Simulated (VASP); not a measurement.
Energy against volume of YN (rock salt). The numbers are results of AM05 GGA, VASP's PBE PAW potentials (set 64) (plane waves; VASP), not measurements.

```json
[
 {"V (Å³/atom)": "13.459", "E (eV/atom)": "-9.27709"},
 {"V (Å³/atom)": "13.888", "E (eV/atom)": "-9.30030"},
 {"V (Å³/atom)": "14.318", "E (eV/atom)": "-9.30764"},
 {"V (Å³/atom)": "14.747", "E (eV/atom)": "-9.30137"},
 {"V (Å³/atom)": "15.177", "E (eV/atom)": "-9.28345"}
]
```

Question: Fit a third-order Birch-Murnaghan equation of state.

Answer: 
- volume per atom: 14.32 Å^3/atom
- bulk modulus: 168 GPa
- pressure derivative of the bulk modulus: 4.14
- lattice constant a: 4.857 Å

Measured: a 4.877 Å (computed value off by -0.4 %), as given by G. Soto et al., Computational Materials Science (2007), arXiv:cond-mat/0703568. The calculation is for a static lattice, while the measured a holds thermal and zero-point effects, which are part of the difference.

The compound is YN in the rock salt structure. It was relaxed first.
